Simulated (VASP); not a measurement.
Crystal: Ga3BSb2.

```
Ga B Sb
1.0
     5.85823    0.00000    0.00000
    -2.92911    5.07337    0.00000
     0.00000    0.00000    4.01704
Ga B Sb
3 1 2
Cartesian
  2.9291 0.0000 2.0085
  -1.4646 2.5367 2.0085
  1.4646 2.5367 2.0085
  0.0000 0.0000 0.0000
  0.0000 3.3822 2.0085
  2.9291 1.6911 2.0085
```

The cell was built by a generator and needn't be a form met in nature.

```yaml
Program: VASP 6.6.1
Task: relaxation of cell and atoms
Functional: PBE
Potentials_or_basis: VASP PAW PBE potentials, release 64 (Ga_d, B, Sb)
Cutoff: 520 eV
k_mesh: 4 × 4 × 4
Occupations: gaussian, width 0.15 eV
Spin: no spin polarisation
```

At the start: pressure 178.0 GPa; volume 19.90 Å³/atom.

**Question.** Where does the relaxation end?

**Answer.** Over 20 steps the energy falls by 10301.4 meV/atom and the volume is 35.83 Å³/atom (+80.1 %); space group P6/mmm (No. 191, to 0.05 Å).

The path:
| step | energy change (eV) | largest force (eV/Å) | pressure (GPa) | volume (Å³) |
| --- | --- | --- | --- | --- |
| 1 | 0.0000 | 0.0000 | 178.03 | 119.39 |
| 2 | 309.1692 | 0.0000 | -145.70 | 795.43 |
| 3 | 2683.9660 | 0.0000 | 122.36 | 190.49 |
| 4 | 59.7909 | 0.0000 | -135.13 | 266.14 |
| 5 | -58.2600 | 0.0000 | 12.25 | 226.65 |
| 6 | -58.6118 | 0.0000 | 6.15 | 231.19 |
| 7 | -58.9658 | 0.0000 | 4.85 | 237.20 |
| 8 | -59.5862 | 0.0000 | 2.52 | 251.47 |
| 9 | -59.8069 | 0.0000 | 1.51 | 258.75 |
| 10 | -59.8978 | 0.0000 | 1.33 | 262.43 |
| 11 | -60.2724 | 0.0000 | 0.92 | 252.42 |
| 12 | -60.7955 | 0.0000 | 0.28 | 240.37 |
| 13 | -61.6526 | 0.0000 | 0.80 | 215.96 |
| 14 | -60.0611 | 0.0000 | 15.78 | 165.87 |
| 15 | -61.3597 | 0.0000 | 1.46 | 208.53 |
| 16 | -61.7248 | 0.0000 | 2.28 | 201.89 |
| 17 | -61.7596 | 0.0000 | 1.69 | 205.51 |
| 18 | -61.7627 | 0.0000 | 1.39 | 206.67 |
| 19 | -61.7522 | 0.0000 | -1.63 | 224.12 |
| 20 | -61.8086 | 0.0000 | -0.07 | 215.00 |

Final structure:
```
Ga B Sb
1.0
     8.94350    0.00000    0.00000
    -4.47175    7.74530    0.00000
     0.00000    0.00000    3.10380
Ga B Sb
3 1 2
Direct
  0.50000 0.00000 0.50000
  0.00000 0.50000 0.50000
  0.50000 0.50000 0.50000
  0.00000 0.00000 0.00000
  0.33333 0.66667 0.50000
  0.66667 0.33333 0.50000
```

Caveat: the k mesh is coarse (spacing up to 0.39 Å⁻¹), so the values aren't converged; the volume moved by over 15 % at a fixed basis, so the end points are rough.
